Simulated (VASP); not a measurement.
OSZICAR of a VASP run on Ni (space group Im-3m):

### OSZICAR
```
       N       E                     dE             d eps       ncg     rms          rms(c)
DAV:   1     0.118652328186E+02    0.11865E+02   -0.42366E+03  6133   0.122E+03
DAV:   2    -0.137501641408E+02   -0.25615E+02   -0.24713E+02  6042   0.156E+02
DAV:   3    -0.140954751987E+02   -0.34531E+00   -0.34478E+00  6600   0.242E+01
DAV:   4    -0.140993171201E+02   -0.38419E-02   -0.38414E-02  6644   0.224E+00
DAV:   5    -0.140994285376E+02   -0.11142E-03   -0.11142E-03  6831   0.324E-01    0.105E+01
DAV:   6    -0.123715823755E+02    0.17278E+01   -0.27044E+01  6286   0.860E+01    0.828E+00
DAV:   7    -0.118443963084E+02    0.52719E+00   -0.74113E+00  6354   0.376E+01    0.240E+00
DAV:   8    -0.118338239323E+02    0.10572E-01   -0.33858E-02  6082   0.244E+00    0.154E+00
DAV:   9    -0.118289109664E+02    0.49130E-02   -0.74769E-02  6578   0.389E+00    0.378E-01
DAV:  10    -0.118310399256E+02   -0.21290E-02   -0.19742E-02  6375   0.172E+00    0.208E-01
DAV:  11    -0.118309193657E+02    0.12056E-03   -0.10252E-02  6190   0.153E+00    0.121E-01
DAV:  12    -0.118307697933E+02    0.14957E-03   -0.16215E-03  6494   0.629E-01    0.226E-02
DAV:  13    -0.118307667724E+02    0.30209E-05   -0.24541E-05  7377   0.511E-02    0.225E-02
DAV:  14    -0.118307733091E+02   -0.65366E-05   -0.14134E-05  4803   0.425E-02    0.689E-03
DAV:  15    -0.118307740340E+02   -0.72493E-06   -0.48089E-06  3437   0.254E-02
   1 F= -.11830774E+02 E0= -.11830838E+02  d E =-.118308E+02  mag=     0.6478
       N       E                     dE             d eps       ncg     rms          rms(c)
DAV:   1    -0.118393263578E+02   -0.85530E-02   -0.13416E-01  6200   0.633E+00    0.776E-01
DAV:   2    -0.118333010169E+02    0.60253E-02   -0.13286E-01  6296   0.552E+00    0.451E-01
DAV:   3    -0.118308924803E+02    0.24085E-02   -0.24588E-02  6391   0.236E+00    0.151E-01
DAV:   4    -0.118307739029E+02    0.11858E-03   -0.57346E-04  7313   0.214E-01    0.639E-02
DAV:   5    -0.118307463669E+02    0.27536E-04   -0.45047E-05  6891   0.761E-02    0.184E-02
DAV:   6    -0.118307448298E+02    0.15371E-05   -0.24999E-05  6293   0.697E-02    0.923E-03
DAV:   7    -0.118307428120E+02    0.20178E-05   -0.13895E-05  4912   0.393E-02    0.686E-03
DAV:   8    -0.118307434820E+02   -0.67003E-06   -0.42659E-06  3052   0.262E-02
   2 F= -.11830743E+02 E0= -.11830824E+02  d E =0.305520E-04  mag=     0.6457
       N       E                     dE             d eps       ncg     rms          rms(c)
DAV:   1    -0.118334931382E+02   -0.27503E-02   -0.41674E-02  6189   0.355E+00    0.434E-01
DAV:   2    -0.118316886508E+02    0.18045E-02   -0.41950E-02  6287   0.307E+00    0.253E-01
DAV:   3    -0.118308877432E+02    0.80091E-03   -0.77917E-03  6380   0.134E+00    0.841E-02
DAV:   4    -0.118308429766E+02    0.44767E-04   -0.20505E-04  7347   0.125E-01    0.376E-02
DAV:   5    -0.118308388453E+02    0.41313E-05   -0.16522E-05  7087   0.471E-02    0.123E-02
DAV:   6    -0.118308397127E+02   -0.86737E-06   -0.50157E-06  3153   0.286E-02
   3 F= -.11830840E+02 E0= -.11830911E+02  d E =-.656787E-04  mag=     0.6469
```

**Question.** Which electronic solver shows in the log?

**Answer.** It is blocked Davidson (ALGO = Normal, or the opening steps of other solvers). The INCAR had ALGO = Normal.

**Question.** How was spin treated?

**Answer.** Collinear spin (ISPIN = 2): the summary line carries one mag value, 0.65 μB in the cell.

**Question.** Can the final energy be trusted as converged?

**Answer.** Self-consistency was reached. It stopped with EDIFF = 1E-6, NELM = 100, NSW = 60 and EDIFFG = -0.01 after 3 ionic steps (r2SCAN meta-GGA, plane waves, VASP's PBE PAW potentials (set 64)). The run has a spin-polarised start.

The structure comes from a computed database's Ni entry (Im-3m); how it stands against other phases isn't given here. This run relaxes it. Symmetry was kept, so distortions that lower it aren't found.
